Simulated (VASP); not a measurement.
OSZICAR of a VASP run on KZnF$_{3}$ (cubic perovskite):

### OSZICAR
```
       N       E                     dE             d eps       ncg     rms          rms(c)
DAV:   1     0.468098099181E+03    0.46810E+03   -0.22829E+04  1000   0.210E+03
DAV:   2     0.121224687562E+02   -0.45598E+03   -0.44519E+03  1184   0.520E+02
DAV:   3    -0.241488645136E+02   -0.36271E+02   -0.35989E+02  1237   0.158E+02
DAV:   4    -0.249764665032E+02   -0.82760E+00   -0.82683E+00  1574   0.225E+01
DAV:   5    -0.249865815760E+02   -0.10115E-01   -0.10112E-01  1344   0.188E+00    0.142E+01
DAV:   6    -0.230299452043E+02    0.19566E+01   -0.72279E+00  1490   0.386E+01    0.953E+00
DAV:   7    -0.230546380623E+02   -0.24693E-01   -0.12591E+00  1062   0.808E+00    0.576E+00
DAV:   8    -0.230491892859E+02    0.54488E-02   -0.49279E-01  1382   0.149E+01    0.152E+00
DAV:   9    -0.230256279060E+02    0.23561E-01   -0.63643E-02  1542   0.665E+00    0.781E-01
DAV:  10    -0.230181590641E+02    0.74688E-02   -0.10455E-01  1484   0.861E+00    0.307E-01
DAV:  11    -0.230176963095E+02    0.46275E-03   -0.15688E-02  1455   0.167E+00    0.111E-01
DAV:  12    -0.230177639477E+02   -0.67638E-04   -0.65405E-04  1094   0.192E-01    0.102E-01
DAV:  13    -0.230178192633E+02   -0.55316E-04   -0.21186E-04  1358   0.403E-01    0.116E-01
DAV:  14    -0.230176544974E+02    0.16477E-03   -0.46890E-04  1485   0.652E-01    0.659E-02
DAV:  15    -0.230176367019E+02    0.17795E-04   -0.13696E-04  1357   0.163E-01    0.364E-02
DAV:  16    -0.230176290834E+02    0.76185E-05   -0.12116E-05  1456   0.331E-02    0.238E-02
DAV:  17    -0.230176242716E+02    0.48118E-05   -0.85688E-06  1348   0.734E-02    0.114E-02
DAV:  18    -0.230176228891E+02    0.13825E-05   -0.96094E-06  1237   0.253E-02    0.655E-04
DAV:  19    -0.230176229926E+02   -0.10357E-06   -0.64959E-07  1286   0.110E-02    0.189E-03
DAV:  20    -0.230176229974E+02   -0.47139E-08   -0.35659E-08   556   0.163E-03
   1 F= -.23017623E+02 E0= -.23017623E+02  d E =-.483383E-11
```

Question: Which electronic solver shows in the log?

Answer: It is blocked Davidson (ALGO = Normal, or the opening steps of other solvers). The INCAR had ALGO = Normal.

Question: Can the final energy be trusted as converged?

Answer: The calculation finished and met its thresholds. It stopped with EDIFF = 1E-7, NELM = 100 (LDA (Ceperley-Alder, Perdew-Zunger), plane waves, VASP's LDA PAW potentials (set 64)).

The compound is KZnF3 in the cubic perovskite structure. This cell is one point of a volume scan, at 0.94 of the reference volume.
